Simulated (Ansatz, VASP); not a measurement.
**Cross-check of ZnWO4 (ZnWO4 (P2/c)) between VASP and Ansatz**

Aim: how closely do two programs agree when they are given the same cell, functional and k mesh? The cell is taken from a series of runs on this material, whose earlier steps may have relaxed, scaled, displaced or heated it; both programs get it as it stands.

Program: Ansatz 0.2.0. Level of theory: plane waves, with VASP 6.6.1 beside it; relaxation of cell and atoms at PBEsol. Results are calculated unless marked as measured.

### 1. Set-up

The structure is monoclinic, space group P2/c (No. 13). Conventional cell: a = 4.677 Å, b = 5.730 Å, c = 4.936 Å, α = 90.00°, β = 90.59°, γ = 90.00°. Nearest to Zn lie 6 O at 2.04 to 2.20 Å. W has 6 O at 1.80 to 2.14 Å nearest. Nearest to O lie 2 W at 1.91 to 2.14 Å and 1 Zn at 2.04 Å. O has 1 W at 1.80 Å and 2 Zn at 2.07 to 2.20 Å nearest. Farther neighbours and most contacts between anions are not listed.

### 2. Ansatz: relaxation of cell and atoms, PBEsol

Ansatz runs on its default PAW (the set named soft_2) files.

The relaxed volume is the usual yardstick between codes: in a stiff, nearly cubic crystal its relative difference is about their pressure difference at one cell divided by the bulk modulus.

input.yaml

```yaml
crystal:
  lattice:
    - [4.6767193, 0.0, 0.0]
    - [0.0, 5.729711, 0.0]
    - [-0.050497, 0.0, 4.9361961]
  atoms:
    - { symbol: Zn, position: [0.5, 0.67635722, 0.75] }
    - { symbol: Zn, position: [0.5, 0.32364278, 0.25] }
    - { symbol: W, position: [0.0, 0.18112668, 0.75] }
    - { symbol: W, position: [0.0, 0.81887332, 0.25] }
    - { symbol: O, position: [0.78268742, 0.10643271, 0.06491672] }
    - { symbol: O, position: [0.21731258, 0.10643271, 0.43508328] }
    - { symbol: O, position: [0.21731258, 0.89356729, 0.93508328] }
    - { symbol: O, position: [0.78268742, 0.89356729, 0.56491672] }
    - { symbol: O, position: [0.74307269, 0.37610991, 0.59733575] }
    - { symbol: O, position: [0.25692731, 0.37610991, 0.90266425] }
    - { symbol: O, position: [0.25692731, 0.62389009, 0.40266425] }
    - { symbol: O, position: [0.74307269, 0.62389009, 0.09733575] }
basis:
  ecutwfc: 420
  xc_grid: 2
hamiltonian:
  xc: pbesol
kpoints:
  mp_grid: { grid: [6, 5, 6] }
scf:
  occupations: { method: fixed }
  max_iter: 100
relax:
  f_tol: 0.005
  max_steps: 60
  cell: {}
output:
  forces: true
  stress: true
checkpoint:
  write: "../cell.run"
  compress: false
  write_wavefunctions: false
  write_every: 100000
```

Run with:

```console
ansatz run input.yaml --threads 32 --pin off --max-ram 84787MiB --backend cuda --events-out ev --progress --plain --runs-dir out --max-vram 78GiB
```

Numbers of over 12 decimals in the logs are rounded to 6 here.

Log:

```text
Engine: ansatz 0.2.0, aarch64-unknown-linux-gnu
Pseudopotentials: kind: paw
Pseudopotential: Zn, paw, valence charge 12, recommended cutoff 420 eV (normal), Zn.paw.azcp
Pseudopotential: W, paw, valence charge 14, recommended cutoff 420 eV (normal), W.paw.azcp
Pseudopotential: O, paw, valence charge 6, recommended cutoff 420 eV (normal), O.paw.azcp
Functional definition: PBEsol
  exchange = pbesol_x
  correlation = pbesol_c
[...]
Crystal: 12 atoms, lattice volume = 132.272 Å³
Basis set: ecut = 420 eV, 2597 PW (Γ), exchange–correlation on 64×80×72 points (8 copies of the dense FFT grid, shifted against one another)
Bands: 62, of which v1, the nominal top of the filled ones, is band 50 counted from 1 (49 counted from 0)
Symmetry: 4 space group operations
Space group: P2/c (ITA 13), of the structure as read, at distance tolerance 5.1e-5 Å
k-points: 60 of 180
Non-local potential: Zn, projectors of the file, l = 0: 2, l = 1: 2, l = 2: 3, l = 3: 1
Non-local potential: W, projectors of the file, l = 0: 3, l = 1: 2, l = 2: 2, l = 3: 1
Non-local potential: O, projectors of the file, l = 0: 2, l = 1: 2, l = 2: 1
PAW form: soft (Blöchl's): semilocal exchange-correlation on the pseudo side does not see the compensation charge
PAW frozen core: Zn, regenerated for the run's functional, and the local potential with it (the file was generated under x = pbe(κ = 0.804, μ = 0.219515), c = pbe(β = 0.066725))
PAW frozen core: W, regenerated for the run's functional, and the local potential with it (the file was generated under x = pbe(κ = 0.804, μ = 0.219515), c = pbe(β = 0.066725))
PAW frozen core: O, regenerated for the run's functional, and the local potential with it (the file was generated under x = pbe(κ = 0.804, μ = 0.219515), c = pbe(β = 0.066725))
PAW one-centre angular grid: Zn, 590 points (default); XC on 64 Gauss nodes
PAW one-centre angular grid: W, 590 points (default); XC on 64 Gauss nodes
PAW one-centre angular grid: O, 110 points (default); XC on 64 Gauss nodes
Initial density: superposition of atomic densities (neutral atoms: chi_scale 0, normalization atom), corrected by the library's trained network
Initial wavefunctions: pseudopotential atomic-orbital guess
[...]
Functional: x = pbesol(κ = 0.804, μ = 0.123457), c = pbesol(β = 0.046)
SCF iter   1: F=—  HF=-31565.160996 eV  |F-HF|=—  |Δ(HF+E_count)|=         —  Δρ=1.89e-2  dr2=4.09e-1  ethr=1.77e-3  ⟨swp⟩=5.0  Hψ=12870  notcnv=0  defer=582
preconditioner: auto → Resta (q_TF=auto, 2.604 Å⁻¹)  ε∞=7.5  [insulator: Δε(μ)=2.700 eV  Ē_g=11.645 eV  n_scr=38 (ndim 8)  ℏωp=29.6 eV  f_vac=0.028  ε∞_Penn≈7.5]
SCF iter   2: F=—  HF=-31565.079233 eV  |F-HF|=—  |Δ(HF+E_count)|=   8.18e-2  Δρ=5.00e-3  dr2=4.11e-2  ethr=4.09e-4  ⟨swp⟩=2.4  Hψ=6448  notcnv=0  defer=578
SCF iter   3: F=—  HF=-31565.073310 eV  |F-HF|=—  |Δ(HF+E_count)|=   5.92e-3  Δρ=1.74e-3  dr2=3.40e-3  ethr=4.11e-5  ⟨swp⟩=2.0  Hψ=5510  notcnv=0  defer=417
automatic band count: iteration 3 solves 59 bands in place of 62: the levels show a gap, and the empty bands left out lie too high to hold charge; the band table lists the bands solved (type scf.n_extra_bands for more)
[...]
SCF 1 converged in 9 iterations: F = -31565.073224 eV  dr2 = 1.82e-8
  greatest PAW one-centre occupation: 1.000 electrons in one spin orbital (limit 2), on the W atom at site 3 (counted from 0), in its partial waves of l = 0
relax step   1: F+E_penalty+E_count = -31565.07322363 eV  Δ(F+E_penalty+E_count) = +0.000e0 eV  max|allowed force component| = 1.398e-1 eV/Å  Δτ_max = 0.0000 Å  P = -2.544 GPa  Ω = 132.272 Å³  (9 SCF iters, dr2 threshold 1.00e-7 eV, accepted)
[...]
Crystal: 12 atoms, lattice volume = 131.069 Å³
Basis set: ecut = 420 eV, 2577 PW (Γ), exchange–correlation on 64×80×72 points (8 copies of the dense FFT grid, shifted against one another)
[...]
automatic band count: iteration 1 solves 59 bands in place of 62: the levels show a gap, and the empty bands left out lie too high to hold charge; the band table lists the bands solved (type scf.n_extra_bands for more)
[...]
SCF 2 converged in 6 iterations: F = -31565.090857 eV  dr2 = 6.80e-7
[...]
SCF 3 converged in 6 iterations: F = -31565.092046 eV  dr2 = 1.60e-8
[...]
SCF 4 converged in 6 iterations: F = -31565.092468 eV  dr2 = 4.10e-9
[...]
SCF 5 converged in 6 iterations: F = -31565.092494 eV  dr2 = 2.85e-9
[...]
SCF 6 converged in 8 iterations: F = -31565.085893 eV  dr2 = 4.65e-12
[...]
SCF 7 converged in 6 iterations: F = -31565.086075 eV  dr2 = 1.06e-8
[...]
SCF 8 converged in 6 iterations: F = -31565.085912 eV  dr2 = 3.94e-11
[...]
SCF converged after 6 iterations
[...]
--- Forces (eV/Å), atoms counted from 1 ---
  atom   1  Zn     0.00000000     0.00154261     0.00000000
  atom   2  Zn     0.00000000    -0.00154261     0.00000000
  atom   3  W      0.00000000    -0.00377251     0.00000000
  atom   4  W      0.00000000     0.00377251     0.00000000
  atom   5  O      0.00092034    -0.00192624     0.00029998
  atom   6  O     -0.00092034    -0.00192624    -0.00029998
  atom   7  O     -0.00092034     0.00192624    -0.00029998
  atom   8  O      0.00092034     0.00192624     0.00029998
  atom   9  O     -0.00036409     0.00113659    -0.00107125
  atom  10  O      0.00036409     0.00113659     0.00107125
  atom  11  O      0.00036409    -0.00113659     0.00107125
  atom  12  O     -0.00036409    -0.00113659    -0.00107125
  max |Σ_I F_I| component: 4.34e-19 eV/Å
--- Stress (GPa, compression-positive) ---
       -0.015345       0.000000       0.006384
        0.000000      -0.002571       0.000000
        0.006384       0.000000       0.013386
  P = ⅓ Tr σ = -0.0015 GPa (-0.015 kbar)
--- Band table (eV; the first three rows and the last of 60) ---
  k-point 0: bands = [... 46 lower, 8.0044, 8.3887, 8.4143, 8.4631, 12.0805, 12.5677, 12.5744, 12.5783, ... 8 higher]
  k-point 1: bands = [... 46 lower, 8.0207, 8.2993, 8.4226, 8.6602, 12.1867, 12.3268, 12.5096, 12.5721, ... 8 higher]
  k-point 2: bands = [... 46 lower, 8.0810, 8.2365, 8.5439, 8.7339, 12.1286, 12.3217, 12.4653, 12.5125, ... 8 higher]
  k-point 59: bands = [... 46 lower, 7.9576, 7.9576, 8.4008, 8.4008, 12.4159, 12.4159, 12.6542, 12.6542, ... 8 higher]
--- Relaxed structure (6 steps of the walk, 6 accepted, 2 SCFs on fresh bases) ---
  F+E_penalty+E_count = -31565.08591186 eV   max|allowed force component| = 3.773e-3 eV/Å   (the final SCF, on the basis selected at the relaxed cell)
  cell:  # Å, volume = 130.8495 Å³
    - [4.665361, 0, 0.000105427]
    - [0, 5.715449, 5.3160348449022176e-18]
    - [-0.050263, 4.579936859764976e-18, 4.907231]
  atoms:
    - { symbol: Zn, position: [0.500000, 0.677872, 0.750000] }
    - { symbol: Zn, position: [0.500000, 0.322128, 0.250000] }
    - { symbol: W, position: [0.0, 0.181376, 0.750000] }
    - { symbol: W, position: [0.0, 0.818624, 0.250000] }
    - { symbol: O, position: [0.783034, 0.105759, 0.065180] }
    - { symbol: O, position: [0.216966, 0.105759, 0.434820] }
    - { symbol: O, position: [0.216966, 0.894241, 0.934820] }
    - { symbol: O, position: [0.783034, 0.894241, 0.565180] }
    - { symbol: O, position: [0.742587, 0.376086, 0.597005] }
    - { symbol: O, position: [0.257413, 0.376086, 0.902995] }
    - { symbol: O, position: [0.257413, 0.623914, 0.402995] }
    - { symbol: O, position: [0.742587, 0.623914, 0.097005] }
```

(Part 1 of 2 ends here.)

[Lines on the potential files, build, host, timing and source positions are cut from VASP's logs without a mark.]

[Logs are printed without paths, hosts, clocks, repeated set-up lines and the standing remarks that a program may print on its own settings, such as how far it seeks lower states.]

[Hosts, paths, dates, database ids (printed as entryN), source tags and the programs' standing remarks are cut or masked in the printed files.]
